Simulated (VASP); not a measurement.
# Na2Sb (Fm-3m) in VASP: a series of runs

The runs below take Na2Sb through single point, relaxation of cell and atoms, with PBE.

All numbers are computed with VASP 6.6.1; they aren't measurements. Logs are shortened: lines on timing, memory, paths and dates and some standing lists are left out, and cuts for length are marked.

### 1 The cell of the first run

Symmetry: Fm-3m, No. 225, cubic system. The conventional cell has a = 7.415 Å, b = 7.415 Å, c = 7.415 Å, α = 90.00°, β = 90.00°, γ = 90.00°. Na (site symmetry -43m) is surrounded by 4 Sb at 3.21 Å. Sb (site symmetry m-3m) has 8 Na at 3.21 Å as nearest neighbours.

The cell was built by a generator and needn't be a form met in nature.

### 2 Single point, PBE (random cell by space group and Wyckoff sites (Fm-3m, No. 225))

INCAR

```
  ALGO = Normal
  EDIFF = 1E-6
  ENCUT = 520
  GGA = PE
  ISIF = 2
  ISMEAR = 0
  LASPH = True
  LCHARG = False
  LREAL = False
  LWAVE = False
  NBANDS = 16
  NELM = 100
  PREC = Accurate
  SIGMA = 0.1
```

KPOINTS

```
k-points
0
Gamma
  12 12 12
```

POSCAR

```
Na2Sb
1.0
    0.0000000000      3.7075717723      3.7075717723
    3.7075717723      0.0000000000      3.7075717723
    3.7075717723      3.7075717723      0.0000000000
Na Sb
2 1
Direct
    0.2500000000      0.2500000000      0.2500000000
    0.7500000000      0.7500000000      0.7500000000
    0.5000000000      0.5000000000      0.5000000000
```

Potentials or basis: VASP PAW PBE potentials, release 64 (Na_pv, Sb).

Run with:

```
$ cat potpaw_PBE.64/Na_pv/POTCAR potpaw_PBE.64/Sb/POTCAR > POTCAR
$ mpirun -np 1 vasp_std > vasp.out
```

OUTCAR:

```text
EDIFF = 1E-6
   ENCUT = 520
   GGA = PE
   ISIF = 2
   ISMEAR = 0
   LASPH = True
   LREAL = False
   NELM = 100
   PREC = Accurate

 ion  position               nearest neighbor table
   1  0.250  0.250  0.250-   3 3.21   3 3.21   3 3.21   3 3.21
   2  0.750  0.750  0.750-   3 3.21   3 3.21   3 3.21   3 3.21
   3  0.500  0.500  0.500-   1 3.21   1 3.21   1 3.21   1 3.21   2 3.21   2 3.21   2 3.21   2 3.21

  LATTYP: Found a face centered cubic cell.
 ALAT       =     7.4151435446

  Lattice vectors:

 A1 = (   0.0000000000,   3.7075717723,   3.7075717723)
 A2 = (   3.7075717723,   0.0000000000,   3.7075717723)
 A3 = (   3.7075717723,   3.7075717723,   0.0000000000)

Analysis of symmetry for initial positions (statically):
=====================================================================
 Subroutine PRICEL returns:
 Original cell was already a primitive cell.

 Routine SETGRP: Setting up the symmetry group for a
 face centered cubic supercell.

 Subroutine GETGRP returns: Found 48 space group operations
 (whereof 48 operations were pure point group operations)
 out of a pool of 48 trial point group operations.

The static configuration has the point symmetry O_h .

Analysis of symmetry for dynamics (positions and initial velocities):
=====================================================================
 Subroutine PRICEL returns:
 Original cell was already a primitive cell.

 Routine SETGRP: Setting up the symmetry group for a
 face centered cubic supercell.

 Subroutine GETGRP returns: Found 48 space group operations
 (whereof 48 operations were pure point group operations)
 out of a pool of 48 trial point group operations.

The dynamic configuration has the point symmetry O_h .

 Subroutine INISYM returns: Found 48 space group operations
 (whereof 48 operations are pure point group operations),
 and found     1 'primitive' translations

----------------------------------------------------------------------------------------

                                     Primitive cell

  volume of cell :     101.9292

  direct lattice vectors                    reciprocal lattice vectors
     0.000000000  3.707571772  3.707571772    -0.134859156  0.134859156  0.134859156
[... 87 lines left out ...]
   NELM   =    100;   NELMIN=  2; NELMDL= -5     # of ELM steps
   EDIFF  = 0.1E-05   stopping-criterion for ELM
   LREAL  =      F    real-space projection
   EDIFFG = 0.1E-04   stopping-criterion for IOM
   NSW    =      0    number of steps for IOM
   IBRION =     -1    ionic relax: 0-MD 1-quasi-New 2-CG
   NFREE  =      0    steps in history (QN), initial steepest desc. (CG)
   ISIF   =      2    stress and relaxation
   ISYM   =      2    0-nonsym 1-usesym 2-fastsym
   POTIM  = 0.5000    time-step for ionic-motion
   TEBEG  =    0.0;   TEEND  =   0.0 temperature during run
   PSTRESS=    0.0 pullay stress
   NELECT =      19.0000    total number of electrons
   NUPDOWN=      -1.0000    fix difference up-down
   EMIN   =  10.00;   EMAX   =-10.00  energy-range for DOS
   EFERMI =   0.00;   METHOD = LEGACY
   ISMEAR =     0;   SIGMA  =   0.10  broadening in eV -4-tet -1-fermi 0-gaus
   EFERMI_NEDOS =   21; number of points for ismear=-14 and -15
   IALGO  =     38    algorithm
   IMIX   =      4    mixing-type and parameters
     AMIX     =   0.40;   BMIX     =  1.00
     AMIX_MAG =   1.60;   BMIX_MAG =  1.00
  volume/ion in A,a.u.               =      33.98       229.28
  Fermi-wavevector in a.u.,A,eV,Ry     =   0.935176  1.767225 11.899020  0.874553
  Thomas-Fermi vector in A             =   2.062056
   LORBIT       =      0    0 simple, 1 ext, 2 COOP (PROOUT), +10 PAW based schemes
   GGA     = PE    functional components
   LHFCALC =     F    Hartree Fock is set to
   AEXX    =    0.0000 exact exchange contribution
   IVDW    =     0    specifies the selected vdW correction
   LEPSILON=     F    determine dielectric tensor
   LRPA    =     F    only Hartree local field effects (RPA)
 non-spin polarized calculation
 Gauss-broadening in eV      SIGMA  =   0.10
  energy-cutoff  :      520.00
  volume of cell :      101.93
 maximum number of plane-waves:      2778
   NGX = 19   NGY = 19   NGZ = 19

 number of electron      19.0000020 magnetization

 Free energy of the ion-electron system (eV)
  ---------------------------------------------------
  ext. energy  EPLUGINS =         0.00000000
  ---------------------------------------------------
  free energy    TOTEN  =        -7.38489381 eV

  energy without entropy =       -7.36265591  energy(sigma->0) =       -7.37377486

 E-fermi :   0.9520     XC(G=0):  -7.3047

 val. band max:        0.9498957175   @ k =   0.3333   0.2500   0.0833
 cond. band min:       0.9555334283   @ k =  -0.4167   0.1667   0.0000
 fundamental gap:      0.0056377109
 Fermi energy:         0.9520306202

 k-point     1 :       0.0000    0.0000    0.0000
  band No.  band energies     occupation
      1     -22.5043      2.00000
      2     -22.5043      2.00000
      3     -22.5043      2.00000
      4     -22.4879      2.00000
      5     -22.4879      2.00000
      6     -22.4879      2.00000
[... 433 lines left out ...]
      3     -22.4997      2.00000
      4     -22.4936      2.00000
      5     -22.4929      2.00000
      6     -22.4884      2.00000
[... 8 lines left out ...]
     15       8.4815      0.00000
     16       8.5021      0.00000

 [... further k-points ...]

------------------------ aborting loop because EDIFF is reached ----------------------------------------

  FORCE on cell =-STRESS in cart. coord.  units (eV):
  Direction    XX          YY          ZZ          XY          YZ          ZX
  --------------------------------------------------------------------------------------
  -------------------------------------------------------------------------------------
  Total        0.0162155      0.0162155      0.0162155     -0.0000000      0.0000000      0.0000000
  in kB        0.2548836      0.2548836      0.2548836     -0.0000000      0.0000000      0.0000000
  external PRESSURE =       0.2548836 kB  Pullay stress =       0.0000000 kB

 VOLUME and BASIS-vectors are now :
 -----------------------------------------------------------------------------
  energy-cutoff  :      520.00
  volume of cell :      101.93
      direct lattice vectors                 reciprocal lattice vectors
     0.000000000  3.707571772  3.707571772    -0.134859156  0.134859156  0.134859156
     3.707571772  0.000000000  3.707571772     0.134859156 -0.134859156  0.134859156
     3.707571772  3.707571772  0.000000000     0.134859156  0.134859156 -0.134859156

 POSITION                                       TOTAL-FORCE (eV/Angst)
 -----------------------------------------------------------------------------------
      1.85379      1.85379      1.85379        -0.000000      0.000000      0.000000
      5.56136      5.56136      5.56136         0.000000     -0.000000     -0.000000
      3.70757      3.70757      3.70757         0.000000      0.000000      0.000000
 -----------------------------------------------------------------------------------
    total drift:                               -0.000000     -0.000000      0.000000

  FREE ENERGIE OF THE ION-ELECTRON SYSTEM (eV)
  ---------------------------------------------------
  free  energy   TOTEN  =        -7.3848938090 eV

  energy  without entropy=       -7.3626559140  energy(sigma->0) =       -7.37377486
```

OSZICAR:

```text
N       E                     dE             d eps       ncg     rms          rms(c)
DAV:   1     0.128205308960E+03    0.12821E+03   -0.92473E+03  2304   0.106E+03
DAV:   2    -0.552637224670E+00   -0.12876E+03   -0.12688E+03  2552   0.290E+02
DAV:   3    -0.741125877661E+01   -0.68586E+01   -0.67871E+01  2992   0.756E+01
DAV:   4    -0.751621754678E+01   -0.10496E+00   -0.10493E+00  2712   0.997E+00
DAV:   5    -0.751940623242E+01   -0.31887E-02   -0.31887E-02  3368   0.169E+00    0.180E+00
DAV:   6    -0.740179546737E+01    0.11761E+00   -0.14784E-01  2664   0.169E+00    0.105E+00
DAV:   7    -0.738068460061E+01    0.21111E-01   -0.12699E-01  2600   0.129E+00    0.424E-01
DAV:   8    -0.738481488168E+01   -0.41303E-02   -0.85316E-03  2424   0.668E-01    0.573E-02
DAV:   9    -0.738473299467E+01    0.81887E-04   -0.34420E-04  2952   0.206E-01    0.252E-02
DAV:  10    -0.738487453538E+01   -0.14154E-03   -0.20365E-04  2424   0.960E-02    0.143E-02
DAV:  11    -0.738489218130E+01   -0.17646E-04   -0.83651E-05  2504   0.670E-02    0.813E-03
DAV:  12    -0.738489379228E+01   -0.16110E-05   -0.10037E-05  2536   0.136E-02    0.162E-03
DAV:  13    -0.738489380898E+01   -0.16701E-07   -0.56419E-07  2344   0.400E-03
   1 F= -.73848938E+01 E0= -.73737749E+01  d E =-.222379E-01
```

It took 71 s on 1 thread of Intel Xeon 6975P-C (Granite Rapids), shared host; peak memory 0.3 GiB.

What came out:

| Property | Result |
| --- | --- |
| Free energy | -7.3849 eV |
| Pressure | 0.0 GPa |
| Band gap on the k mesh | none (metal or under the smearing width) |

Spin-orbit coupling is left out, which matters for the levels of Sb.

### 3 Relaxation of cell and atoms, PBE (random cell by space group and Wyckoff sites (Fm-3m, No. 225))

INCAR

```
SYSTEM = Na2Sb
PREC     = Accurate       ! precision mode
ENCUT    = 600            ! plane-wave cutoff, eV
EDIFF    = 1E-6           ! SCF threshold, eV
ISMEAR   = 0              ! smearing method
SIGMA    = 0.1            ! smearing width, eV
LREAL    = .False.        ! projectors in reciprocal space
LASPH    = .True.         ! aspherical terms in the spheres
NELM     = 100            ! most SCF steps
ALGO     = Normal         ! electronic algorithm
ISIF     = 3              ! what is computed and relaxed
LWAVE    = .False.        ! write WAVECAR
LCHARG   = .False.        ! write CHGCAR
GGA      = PE             ! functional
IBRION   = 2              ! ionic algorithm
NSW      = 100            ! ionic steps
EDIFFG   = -0.01          ! ionic threshold
```

KPOINTS

```
regular mesh
0
Gamma
  12 12 12
  0 0 0
```

POSCAR

```
Na2Sb
1.0
    0.0000000000      3.6905349812      3.6905349812
    3.6905349812      0.0000000000      3.6905349812
    3.6905349812      3.6905349812      0.0000000000
Na Sb
2 1
Direct
    0.2500000000      0.2500000000      0.2500000000
    0.7500000000      0.7500000000      0.7500000000
    0.5000000000      0.5000000000      0.5000000000
```

Potentials or basis: VASP PAW PBE potentials, release 64 (Na_pv, Sb).

Run with:

```
$ cat potpaw_PBE.64/Na_pv/POTCAR potpaw_PBE.64/Sb/POTCAR > POTCAR
$ mpirun -np 1 vasp_std > vasp.out
```

It took 2.3 min on 1 thread of Intel Xeon 6975P-C (Granite Rapids), shared host; peak memory 0.34 GiB.

Results (log left out):

| Quantity | Value |
| --- | --- |
| Free energy | -7.3848 eV |
| Relaxed volume | 34.11 Å³/atom |
| Relaxed cell | a = 5.250 Å, b = 5.250 Å, c = 5.250 Å, α = 60.00°, β = 60.00°, γ = 60.00° |
| Space group after relaxing (to 0.05 Å) | Fm-3m (No. 225) |
| Energy gained by relaxing | 0.4 meV/atom |
| Ionic steps | 3 |
| Pressure after relaxing | 0.0 GPa |
| Band gap on the k mesh | none (metal or under the smearing width) |

Step by step:
```tsv
step	energy change (eV)	largest force (eV/Å)	pressure (GPa)	volume (Å³)
1	0.0000	0.0000	0.27	100.53
2	-0.0010	0.0000	0.13	101.35
3	-0.0013	0.0000	-0.03	102.34
```

Final structure:
```
CELL_PARAMETERS angstrom
0.00000 3.71249 3.71249
3.71249 0.00000 3.71249
3.71249 3.71249 0.00000
ATOMIC_POSITIONS crystal
Na 0.25000 0.25000 0.25000
Na 0.75000 0.75000 0.75000
Sb 0.50000 0.50000 0.50000
```

Levels at points of the mesh, in eV from the Fermi level:
```csv
k point,band 6,band 7,band 8,band 9,band 10,band 11,band 12,band 13
"(0.00, 0.00, 0.00)",-23.45,-8.01,0.34,0.34,0.34,1.87,5.07,5.07
"(0.50, 0.00, 0.00)",-23.45,-7.69,-1.82,0.10,0.10,3.01,4.83,4.83
"(0.50, 0.50, 0.00)",-23.44,-7.58,-1.65,-0.41,-0.41,2.50,3.47,7.65
```

Spin-orbit coupling is left out, which matters for the levels of Sb.

### 4 Single point, PBE (random cell by space group and Wyckoff sites (Fm-3m, No. 225))

INCAR

```
SYSTEM = Na2Sb
PREC = Accurate
ENCUT = 520
EDIFF = 1E-7
ISMEAR = 0
SIGMA = 0.1
LREAL = .False.
LASPH = .True.
NELM = 60
ALGO = Normal
ISIF = 2
LWAVE = .False.
LCHARG = .True.
GGA = PE
LELF = .True.
LVHAR = .True.
NBANDS = 16
```

KPOINTS

```
regular mesh
0
Gamma
  4 4 4
  0 0 0
```

POSCAR

```
Na2Sb
1.0
    0.0000000000      3.4106935700      3.4106935700
    3.4106935700      0.0000000000      3.4106935700
    3.4106935700      3.4106935700      0.0000000000
Na Sb
2 1
Direct
    0.2500000000      0.2500000000      0.2500000000
    0.7500000000      0.7500000000      0.7500000000
    0.5000000000      0.5000000000      0.5000000000
```

Run with:

```
$ cat potpaw_PBE.64/Na_pv/POTCAR potpaw_PBE.64/Sb/POTCAR > POTCAR
$ mpirun -np 1 vasp_std > vasp.out
```

Run time: 8 s. Hardware: 1 thread of Intel Xeon 6975P-C (Granite Rapids), shared host; peak memory 0.2 GiB.

Results (log left out):

- Free energy: -7.0140 eV
- Pressure: 7.2 GPa
- Band gap on the k mesh: none (metal or under the smearing width)

Levels at points of the mesh, in eV from the Fermi level:
```tsv
k point	band 7	band 8	band 9	band 10	band 11	band 12
(0.00, 0.00, 0.00)	-8.65	0.34	0.34	0.34	2.66	5.57
(0.50, 0.00, 0.00)	-8.06	-2.48	0.04	0.04	3.72	5.07
(0.50, 0.50, 0.00)	-7.86	-2.23	-0.63	-0.63	2.28	3.85
```

Caveat: the k mesh is coarse (spacing up to 0.40 Å⁻¹), so the values aren't converged. The run has no spin-orbit coupling, so splittings on Sb are missing.

### 5 The runs side by side

| task | cell | k mesh | cutoff (eV) | mesh quality | gap on the mesh (eV) | pressure (GPa) |
| --- | --- | --- | --- | --- | --- | --- |
| single point | random cell by space group and Wyckoff sites (Fm-3m, No. 225) | 12 × 12 × 12 | 520 | not flagged | none | 0.0 |
| relaxation of cell and atoms | relaxed from: random cell by space group and Wyckoff sites (Fm-3m, No. 225) | 12 × 12 × 12 | 600 | not flagged | none | 0.0 |
| single point | random cell by space group and Wyckoff sites (Fm-3m, No. 225) | 4 × 4 × 4 | 520 | coarse | none | 7.2 |

Alike in all rows: level PBE; potentials or basis VASP PAW PBE potentials, release 64 (Na_pv, Sb); no spin polarisation; smearing gaussian 0.1 eV.

Caveats: some runs use coarse meshes.

Absolute energies hang on the potentials; compare differences alone.
